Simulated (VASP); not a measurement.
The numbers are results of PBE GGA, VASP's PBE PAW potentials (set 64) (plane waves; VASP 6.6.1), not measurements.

A VASP calculation is set up with these files.

KPOINTS:
```
kpoints
0
Gamma
 1 1 1
0 0 0
```

**POSCAR**
```
Zn35NO35
1.0
  4.9323206973  -8.5430314063   0.0000000000
  4.9323206973   8.5430314063   0.0000000000
  0.0000000000   0.0000000000  10.5847754337
Zn O N
35 35 1
Cart
  1.6441052550  -0.9492247626   2.6461938584
  1.6441052550   0.9492247626   0.0000000000
  1.6441052550  -0.9492247626   7.9385815753
  1.6441052550   0.9492247626   5.2923877169
  3.2882105100   1.8984495252   2.6461938584
  3.2882154423   3.7969075934   0.0000000000
  3.2882105100   1.8984495252   7.9385815753
  3.2882154423   3.7969075934   5.2923877169
  4.9323206973   4.7461323560   2.6461938584
  4.9323206973   6.6445818811   0.0000000000
  4.9323206973   4.7461323560   7.9385815753
  4.9323206973   6.6445818811   5.2923877169
  3.2882154423  -3.7969075934   2.6461938584
  3.2882105100  -1.8984495252   0.0000000000
  3.2882154423  -3.7969075934   7.9385815753
  4.9323206973  -0.9492333056   2.6461938584
  4.9323206973   0.9492333056   0.0000000000
  4.9323206973  -0.9492333056   7.9385815753
  4.9323206973   0.9492333056   5.2923877169
  6.5764308846   1.8984495252   2.6461938584
  6.5764259523   3.7969075934   0.0000000000
  6.5764308846   1.8984495252   7.9385815753
  6.5764259523   3.7969075934   5.2923877169
  4.9323206973  -6.6445818811   2.6461938584
  4.9323206973  -4.7461323560   0.0000000000
  4.9323206973  -6.6445818811   7.9385815753
  4.9323206973  -4.7461323560   5.2923877169
  6.5764259523  -3.7969075934   2.6461938584
  6.5764308846  -1.8984495252   0.0000000000
  6.5764259523  -3.7969075934   7.9385815753
  6.5764308846  -1.8984495252   5.2923877169
  8.2205361396  -0.9492247626   2.6461938584
  8.2205361396   0.9492247626   0.0000000000
  8.2205361396  -0.9492247626   7.9385815753
  8.2205361396   0.9492247626   5.2923877169
  1.6442186984  -0.9925293888   4.6443665952
  1.6441052550   0.9492247626   2.0216921078
  1.6441052550  -0.9492247626   9.9602736831
  1.6441052550   0.9492247626   7.3140798247
  3.2882105100   1.8984495252   4.6678859663
  3.2882154423   3.7969075934   2.0216921078
  3.2882105100   1.8984495252   9.9602736831
  3.2882154423   3.7969075934   7.3140798247
  4.9323206973   4.7461323560   4.6678859663
  4.9323206973   6.6445818811   2.0216921078
  4.9323206973   4.7461323560   9.9602736831
  4.9323206973   6.6445818811   7.3140798247
  3.2704492232  -3.8171033196   4.6339088371
  3.2882105100  -1.8984495252   2.0216921078
  3.2882154423  -3.7969075934   9.9602736831
  3.3186133348  -1.8540257619   7.2674221346
  4.9323206973   0.9492333056   2.0216921078
  4.9323206973  -0.9492333056   9.9602736831
  4.9323206973   0.9492333056   7.3140798247
  6.5764308846   1.8984495252   4.6678859663
  6.5764259523   3.7969075934   2.0216921078
  6.5764308846   1.8984495252   9.9602736831
  6.5764259523   3.7969075934   7.3140798247
  4.9323206973  -6.6445818811   4.6678859663
  4.9323206973  -4.7461323560   2.0216921078
  4.9323206973  -6.6445818811   9.9602736831
  4.9323206973  -4.7461323560   7.3140798247
  6.5764259523  -3.7969075934   4.6678859663
  6.5764308846  -1.8984495252   2.0216921078
  6.5764259523  -3.7969075934   9.9602736831
  6.5764308846  -1.8984495252   7.3140798247
  8.2205361396  -0.9492247626   4.6678859663
  8.2205361396   0.9492247626   2.0216921078
  8.2205361396  -0.9492247626   9.9602736831
  8.2205361396   0.9492247626   7.3140798247
  4.9483852658  -0.9928113088   4.6533636544
```

### INCAR
```
! general
SYSTEM  = Zn35NO35
PREC    = Normal
ENCUT   = 400
LREAL   = Auto
LASPH   = .TRUE.
ISYM    = 0

! electronic loop
EDIFF   = 1E-5
NELM    = 100
NELMIN  = 4
ALGO    = Fast
LMAXMIX = 4

! smearing
ISMEAR  = 0
SIGMA   = 0.05

! functional
GGA     = PE

! spin
ISPIN   = 2
MAGMOM  = 71*0.0141
NUPDOWN = 1

! ions
IBRION  = 2
NSW     = 70
ISIF    = 2
EDIFFG  = -0.03

! output
LWAVE   = .TRUE.
LCHARG  = .FALSE.
LORBIT  = 10
```

POTCAR, in this order: Zn O N (PBE.64 set). Program: vasp_gam.

Output of the run:

### OSZICAR
```
...
   6 F= -.31317619E+03 E0= -.31315753E+03  d E =-.348940E-01  mag=     1.0000
       N       E                     dE             d eps       ncg     rms          rms(c)
DAV:   1    -0.313139411464E+03    0.36783E-01   -0.24317E+01  1568   0.864E+00    0.928E-01
RMM:   2    -0.313184363144E+03   -0.44952E-01   -0.42559E-01  1528   0.123E+00    0.592E-01
RMM:   3    -0.313189847496E+03   -0.54844E-02   -0.54029E-02  1528   0.447E-01    0.376E-01
RMM:   4    -0.313189694550E+03    0.15295E-03   -0.71393E-03  1546   0.165E-01    0.298E-01
RMM:   5    -0.313189229138E+03    0.46541E-03   -0.20360E-03  1533   0.888E-02    0.209E-01
RMM:   6    -0.313188974045E+03    0.25509E-03   -0.11681E-03  1538   0.562E-02    0.823E-02
RMM:   7    -0.313189014074E+03   -0.40029E-04   -0.21948E-04  1501   0.303E-02    0.297E-02
RMM:   8    -0.313189013266E+03    0.80810E-06   -0.52348E-05  1089   0.133E-02
   7 F= -.31318901E+03 E0= -.31317072E+03  d E =-.477131E-01  mag=     1.0000
       N       E                     dE             d eps       ncg     rms          rms(c)
DAV:   1    -0.313156687624E+03    0.32326E-01   -0.20172E+01  1584   0.811E+00    0.879E-01
RMM:   2    -0.313200331866E+03   -0.43644E-01   -0.43516E-01  1528   0.129E+00    0.567E-01
RMM:   3    -0.313204900950E+03   -0.45691E-02   -0.55725E-02  1528   0.480E-01    0.329E-01
RMM:   4    -0.313204978797E+03   -0.77847E-04   -0.74733E-03  1548   0.170E-01    0.289E-01
RMM:   5    -0.313204530996E+03    0.44780E-03   -0.19110E-03  1537   0.877E-02    0.206E-01
RMM:   6    -0.313204328634E+03    0.20236E-03   -0.94215E-04  1532   0.530E-02    0.890E-02
RMM:   7    -0.313204350497E+03   -0.21863E-04   -0.22179E-04  1498   0.292E-02    0.352E-02
RMM:   8    -0.313204349701E+03    0.79653E-06   -0.53530E-05  1099   0.131E-02
   8 F= -.31320435E+03 E0= -.31318576E+03  d E =-.153364E-01  mag=     1.0000
       N       E                     dE             d eps       ncg     rms          rms(c)
DAV:   1    -0.313203905760E+03    0.44474E-03   -0.22550E-01  1720   0.858E-01    0.962E-02
RMM:   2    -0.313204417769E+03   -0.51201E-03   -0.51030E-03  1528   0.139E-01    0.643E-02
RMM:   3    -0.313204470790E+03   -0.53020E-04   -0.66275E-04  1528   0.522E-02    0.363E-02
RMM:   4    -0.313204473559E+03   -0.27690E-05   -0.92994E-05  1354   0.189E-02
   9 F= -.31320447E+03 E0= -.31318590E+03  d E =-.154603E-01  mag=     1.0000
       N       E                     dE             d eps       ncg     rms          rms(c)
DAV:   1    -0.313198295307E+03    0.61755E-02   -0.66126E+00  1560   0.484E+00    0.449E-01
RMM:   2    -0.313210019155E+03   -0.11724E-01   -0.12110E-01  1528   0.707E-01    0.293E-01
RMM:   3    -0.313211092710E+03   -0.10736E-02   -0.15472E-02  1528   0.262E-01    0.196E-01
RMM:   4    -0.313211109605E+03   -0.16896E-04   -0.21784E-03  1549   0.964E-02    0.178E-01
RMM:   5    -0.313210903717E+03    0.20589E-03   -0.56944E-04  1537   0.491E-02    0.969E-02
RMM:   6    -0.313210869015E+03    0.34702E-04   -0.26752E-04  1518   0.288E-02    0.471E-02
RMM:   7    -0.313210873349E+03   -0.43345E-05   -0.69187E-05  1243   0.166E-02
  10 F= -.31321087E+03 E0= -.31319252E+03  d E =-.639979E-02  mag=     1.0000
       N       E                     dE             d eps       ncg     rms          rms(c)
DAV:   1    -0.313206066913E+03    0.48021E-02   -0.26281E+00  1584   0.305E+00    0.290E-01
RMM:   2    -0.313210794607E+03   -0.47277E-02   -0.48821E-02  1528   0.448E-01    0.184E-01
RMM:   3    -0.313211237344E+03   -0.44274E-03   -0.62341E-03  1528   0.166E-01    0.114E-01
RMM:   4    -0.313211275375E+03   -0.38031E-04   -0.89080E-04  1550   0.604E-02    0.110E-01
RMM:   5    -0.313211202824E+03    0.72551E-04   -0.22280E-04  1505   0.308E-02    0.628E-02
RMM:   6    -0.313211189354E+03    0.13469E-04   -0.96786E-05  1367   0.177E-02    0.305E-02
RMM:   7    -0.313211191077E+03   -0.17221E-05   -0.28839E-05   998   0.104E-02
  11 F= -.31321119E+03 E0= -.31319304E+03  d E =-.671752E-02  mag=     1.0000
       N       E                     dE             d eps       ncg     rms          rms(c)
DAV:   1    -0.313210855861E+03    0.33349E-03   -0.29653E-01  1616   0.102E+00    0.920E-02
RMM:   2    -0.313211372692E+03   -0.51683E-03   -0.53643E-03  1528   0.149E-01    0.607E-02
RMM:   3    -0.313211416513E+03   -0.43821E-04   -0.67684E-04  1528   0.547E-02    0.388E-02
RMM:   4    -0.313211417072E+03   -0.55904E-06   -0.91345E-05  1403   0.197E-02
  12 F= -.31321142E+03 E0= -.31319315E+03  d E =-.694351E-02  mag=     1.0000
       N       E                     dE             d eps       ncg     rms          rms(c)
DAV:   1    -0.313209102300E+03    0.23142E-02   -0.26536E+00  1552   0.307E+00    0.268E-01
RMM:   2    -0.313213123163E+03   -0.40209E-02   -0.42970E-02  1528   0.431E-01    0.194E-01
RMM:   3    -0.313213440961E+03   -0.31780E-03   -0.56341E-03  1529   0.157E-01    0.114E-01
RMM:   4    -0.313213431586E+03    0.93750E-05   -0.70824E-04  1545   0.579E-02    0.887E-02
RMM:   5    -0.313213413745E+03    0.17841E-04   -0.20777E-04  1504   0.305E-02    0.763E-02
RMM:   6    -0.313213380773E+03    0.32972E-04   -0.83526E-05  1322   0.175E-02    0.272E-02
RMM:   7    -0.313213383577E+03   -0.28039E-05   -0.24995E-05   985   0.953E-03
  13 F= -.31321338E+03 E0= -.31319530E+03  d E =-.196650E-02  mag=     1.0000
       N       E                     dE             d eps       ncg     rms          rms(c)
DAV:   1    -0.313213324489E+03    0.56284E-04   -0.39258E-02  1696   0.373E-01    0.377E-02
RMM:   2    -0.313213386573E+03   -0.62084E-04   -0.66933E-04  1528   0.538E-02    0.257E-02
RMM:   3    -0.313213392476E+03   -0.59035E-05   -0.91068E-05  1362   0.200E-02    0.145E-02
RMM:   4    -0.313213392994E+03   -0.51796E-06   -0.13529E-05   914   0.794E-03
  14 F= -.31321339E+03 E0= -.31319533E+03  d E =-.197592E-02  mag=     1.0000
       N       E                     dE             d eps       ncg     rms          rms(c)
DAV:   1    -0.313211987043E+03    0.14054E-02   -0.14229E+00  1568   0.216E+00    0.192E-01
RMM:   2    -0.313214346221E+03   -0.23592E-02   -0.25250E-02  1528   0.307E-01    0.125E-01
RMM:   3    -0.313214545474E+03   -0.19925E-03   -0.33266E-03  1530   0.112E-01    0.771E-02
RMM:   4    -0.313214542392E+03    0.30813E-05   -0.39218E-04  1544   0.417E-02    0.612E-02
RMM:   5    -0.313214525234E+03    0.17158E-04   -0.11644E-04  1367   0.217E-02    0.478E-02
RMM:   6    -0.313214513111E+03    0.12123E-04   -0.45387E-05  1082   0.122E-02    0.206E-02
RMM:   7    -0.313214514147E+03   -0.10356E-05   -0.13243E-05   938   0.728E-03
  15 F= -.31321451E+03 E0= -.31319642E+03  d E =-.112115E-02  mag=     1.0000
       N       E                     dE             d eps       ncg     rms          rms(c)
DAV:   1    -0.313214173355E+03    0.33976E-03   -0.22644E-01  1616   0.863E-01    0.813E-02
RMM:   2    -0.313214555734E+03   -0.38238E-03   -0.41022E-03  1528   0.124E-01    0.523E-02
RMM:   3    -0.313214589953E+03   -0.34219E-04   -0.54323E-04  1528   0.454E-02    0.316E-02
RMM:   4    -0.313214591572E+03   -0.16193E-05   -0.69737E-05  1225   0.171E-02
  16 F= -.31321459E+03 E0= -.31319646E+03  d E =-.119858E-02  mag=     1.0000
       N       E                     dE             d eps       ncg     rms          rms(c)
DAV:   1    -0.313212915567E+03    0.16744E-02   -0.15233E+00  1560   0.220E+00    0.206E-01
RMM:   2    -0.313215395587E+03   -0.24800E-02   -0.25566E-02  1528   0.301E-01    0.137E-01
RMM:   3    -0.313215653540E+03   -0.25795E-03   -0.35040E-03  1530   0.112E-01    0.109E-01
RMM:   4    -0.313215617779E+03    0.35761E-04   -0.44259E-04  1551   0.423E-02    0.676E-02
RMM:   5    -0.313215590156E+03    0.27623E-04   -0.10692E-04  1360   0.209E-02    0.441E-02
RMM:   6    -0.313215576908E+03    0.13249E-04   -0.65324E-05  1207   0.143E-02    0.156E-02
RMM:   7    -0.313215579675E+03   -0.27674E-05   -0.13062E-05   930   0.767E-03
  17 F= -.31321558E+03 E0= -.31319753E+03  d E =-.988102E-03  mag=     1.0000
```

OUTCAR:
```
------------------------ aborting loop because EDIFF is reached ----------------------------------------
  FORCE on cell =-STRESS in cart. coord.  units (eV):
  Direction    XX          YY          ZZ          XY          YZ          ZX
  --------------------------------------------------------------------------------------
  Total      -22.3762915    -22.2393553    -23.3372059      0.3092170      0.0707870      0.0987807
  in kB      -40.1905306    -39.9445765    -41.9164492      0.5553912      0.1271421      0.1774221
  external PRESSURE =     -40.6838521 kB  Pullay stress =       0.0000000 kB
  volume of cell :      892.02
      direct lattice vectors                 reciprocal lattice vectors
     4.932320697 -8.543031406  0.000000000     0.101372159 -0.058527234  0.000000000
     4.932320697  8.543031406  0.000000000     0.101372159  0.058527234  0.000000000
     0.000000000  0.000000000 10.584775434     0.000000000  0.000000000  0.094475316
  FREE ENERGIE OF THE ION-ELECTRON SYSTEM (eV)
  ---------------------------------------------------
  free  energy   TOTEN  =      -313.2155796749 eV

  energy  without entropy=     -313.1794849317  energy(sigma->0) =     -313.19753230

 total charge

# of ion       s       p       d       tot
------------------------------------------
    1        0.446   0.463   9.882  10.791
    2        0.444   0.461   9.890  10.794
    3        0.447   0.468   9.886  10.801
    4        0.451   0.475   9.884  10.810
    5        0.441   0.455   9.886  10.782
    6        0.442   0.456   9.889  10.787
    7        0.443   0.460   9.889  10.792
    8        0.446   0.461   9.883  10.790
    9        0.442   0.458   9.888  10.788
   10        0.444   0.461   9.890  10.795
   11        0.441   0.456   9.889  10.786
   12        0.451   0.472   9.881  10.805
   13        0.446   0.462   9.882  10.791
   14        0.437   0.447   9.886  10.771
   15        0.447   0.468   9.886  10.801
   16        0.481   0.499   9.855  10.834
   17        0.445   0.464   9.890  10.798
   18        0.447   0.470   9.887  10.804
   19        0.483   0.502   9.853  10.838
   20        0.439   0.451   9.886  10.776
   21        0.444   0.461   9.890  10.794
   22        0.443   0.460   9.889  10.792
   23        0.451   0.472   9.881  10.804
   24        0.440   0.453   9.886  10.779
   25        0.444   0.461   9.890  10.794
   26        0.442   0.458   9.889  10.788
   27        0.451   0.475   9.884  10.809
   28        0.441   0.455   9.886  10.783
   29        0.445   0.464   9.890  10.799
   30        0.443   0.460   9.889  10.792
   31        0.483   0.502   9.853  10.837
   32        0.440   0.451   9.886  10.776
   33        0.441   0.455   9.889  10.785
   34        0.443   0.460   9.889  10.792
   35        0.439   0.449   9.882  10.769
   36        1.579   3.430   0.000   5.009
   37        1.572   3.456   0.000   5.028
   38        1.573   3.457   0.000   5.030
   39        1.571   3.459   0.000   5.030
   40        1.573   3.449   0.000   5.022
   41        1.572   3.456   0.000   5.028
   42        1.571   3.460   0.000   5.031
   43        1.572   3.457   0.000   5.029
   44        1.572   3.457   0.000   5.028
   45        1.572   3.456   0.000   5.028
   46        1.571   3.459   0.000   5.030
   47        1.571   3.459   0.000   5.030
   48        1.579   3.431   0.000   5.010
   49        1.572   3.453   0.000   5.025
   50        1.573   3.457   0.000   5.030
   51        1.574   3.452   0.000   5.026
   52        1.574   3.453   0.000   5.026
   53        1.573   3.458   0.000   5.032
   54        1.572   3.459   0.000   5.031
   55        1.578   3.437   0.000   5.015
   56        1.572   3.456   0.000   5.028
   57        1.571   3.460   0.000   5.031
   58        1.571   3.459   0.000   5.030
   59        1.576   3.447   0.000   5.023
   60        1.572   3.456   0.000   5.028
   61        1.572   3.459   0.000   5.030
   62        1.571   3.459   0.000   5.030
   63        1.573   3.448   0.000   5.022
   64        1.574   3.453   0.000   5.026
   65        1.571   3.460   0.000   5.031
   66        1.572   3.459   0.000   5.031
   67        1.578   3.437   0.000   5.015
   68        1.571   3.456   0.000   5.027
   69        1.571   3.460   0.000   5.031
   70        1.571   3.459   0.000   5.030
   71        1.282   2.246   0.000   3.528
--------------------------------------------------
tot         71.985 139.368 345.936 557.289

 magnetization (x)

# of ion       s       p       d       tot
------------------------------------------
    1        0.000  -0.000  -0.004  -0.004
    2        0.001   0.000  -0.005  -0.004
    3        0.001   0.000  -0.009  -0.008
    4       -0.000  -0.001  -0.002  -0.003
    5       -0.000   0.000  -0.001  -0.001
    6        0.000   0.000  -0.002  -0.002
    7        0.000   0.000  -0.002  -0.002
    8       -0.001   0.001   0.006   0.006
    9        0.000   0.000  -0.002  -0.002
   10        0.000   0.000  -0.004  -0.003
...
```
(Selected blocks of OUTCAR.)

### CONTCAR
```
Zn35NO35
   1.00000000000000
     4.9323206972999998   -8.5430314063000008    0.0000000000000000
     4.9323206972999998    8.5430314063000008    0.0000000000000000
     0.0000000000000000    0.0000000000000000   10.5847754337000008
  Zn              O               N
    35    35     1
Direct
     0.2253024138532512    0.1122297544412379    0.2521714370356521
     0.1107977979365334    0.2212273675436764    0.0010341494650532
     0.2251780090557801    0.1126106267173498    0.7467140167567525
     0.1132371617849823    0.2206123054395401    0.5002992341973295
     0.2233245665706007    0.4441247266204283    0.2507894224223744
     0.1112179781994936    0.5556890732897434    0.0021765804024303
     0.2213730250651711    0.4433769252817785    0.7518462901929510
     0.1112690866143780    0.5555853905321136    0.5015210542677719
     0.2225499734794253    0.7782760611891441    0.2509537216686369
     0.1112002147630756    0.8891104982040986    0.0010275084923323
     0.2227334589602875    0.7786917913799930    0.7509216143090842
     0.1154124542219080    0.8935004651927315    0.4998731415870521
     0.5539936569484146    0.1121694038373985    0.2520715752115991
     0.4441050207705112    0.2214726555116583    0.9919197358506220
     0.5542496467678709    0.1126405466402810    0.7464873720095661
     0.5524633729116167    0.4379704879337037    0.2501376981390057
     0.4447104945714127    0.5558927628732305    0.9992599024388398
     0.5551471646517773    0.4434022434535130    0.7481800161470694
     0.4438346600339617    0.5528876494402127    0.5039648471265988
     0.5540034273809650    0.7760416810977417    0.2515688101552437
     0.4446779306499317    0.8892393526960493    0.0009111605561774
     0.5565344335597757    0.7797975675914750    0.7509606393506647
     0.4449690999958130    0.8933673601901200    0.4998278382653045
     0.8894159840254224    0.1119467482307118    0.2517542621252303
     0.7770953767112899    0.2213338731049342    0.0009824941384441
     0.8888581342795704    0.1109414416019243    0.7507843527519538
     0.7745109785460865    0.2205730945770988    0.5004025039561757
     0.8878110501389477    0.4442165182837714    0.2508057845933385
     0.7780218813441524    0.5559004827839635    0.9992905130543631
     0.8888332750718136    0.4434229014764348    0.7517920954236584
     0.7761766498552122    0.5530971395566017    0.5039504884254321
     0.8889333517382193    0.7762059547068846    0.2516348661957590
     0.7777504802107393    0.8888479067709456    0.0026026531512368
     0.8900287900613116    0.7799346845962269    0.7509680779040026
     0.7777429958353295    0.8886833534667591    0.4982518066389925
     0.2030752013591949    0.1017905698089810    0.4337369644362057
     0.1110215047120381    0.2227384131795082    0.1897678378187654
     0.2187380696094589    0.1091506436109275    0.9397271412139540
     0.1104608373822601    0.2227050021680704    0.6902520852870312
     0.2225948304252009    0.4449204473962330    0.4417413226350554
     0.1108807823185050    0.5548453831386727    0.1920533520123957
     0.2214788591659231    0.4442915441854000    0.9408356248234883
     0.1112406941718461    0.5556962809037688    0.6907984958391179
     0.2216198605845354    0.7763259162832700    0.4411697103744813
     0.1102857530460656    0.8870693480534666    0.1897922477298459
     0.2219007331804252    0.7771330203225953    0.9403856874199492
     0.1109591928252109    0.8883862877914771    0.6898246952754786
     0.5659116521244546    0.1016662304254658    0.4336035061922841
     0.4433649253802318    0.2197815971733927    0.1831977272144590
     0.5571843371562933    0.1093014316261492    0.9395729962408154
     0.4453746231285663    0.2240333587664720    0.7112049942977388
     0.4436080906959214    0.5548081951743598    0.1877270983485766
     0.5571921321060432    0.4474271742541784    0.9402896828657348
     0.4435784312903483    0.5572238741472220    0.6924415057110560
     0.5532615586428860    0.7752409025063314    0.4416745734242391
     0.4435492615494354    0.8869916638336784    0.1896941104382607
     0.5564925603712035    0.7786254616552463    0.9401529701096872
     0.4441174622145866    0.8883546928579704    0.6898261018558323
     0.8896376083867665    0.1121241816633304    0.4411929075240307
     0.7787018709525511    0.2228707625033976    0.1896923890303920
     0.8885490658951160    0.1104423975506166    0.9403297149751139
     0.7790847683829991    0.2227947232519060    0.6902728351690830
     0.8893133733301476    0.4449148432598524    0.4417169195963363
     0.7782407937275971    0.5549703083532629    0.1877515012919168
     0.8896613873560760    0.4443914474721450    0.9408025068299148
     0.7805641065463782    0.5573668181352526    0.6923717827913305
     0.8891156406091706    0.7755647902652253    0.4416962068304771
     0.7775631729543605    0.8883164994236917    0.1924486485596417
     0.8889112876269127    0.7786044235122755    0.9401709352283552
     0.7779326018447524    0.8891527490475495    0.6888455318543020
     0.5695129723815077    0.4719898200451789    0.4301880243480308
```

At this cut-off the stress carries a Pulay error, which pulls relaxed volumes low. The supercell is sampled at Γ alone, which is coarse: total energies, pressure and levels can be off, energies of defects by several tenths of an eV.

The cell is a supercell with a defect, built from ZnO (wurtzite): N_O-vac_Zn.
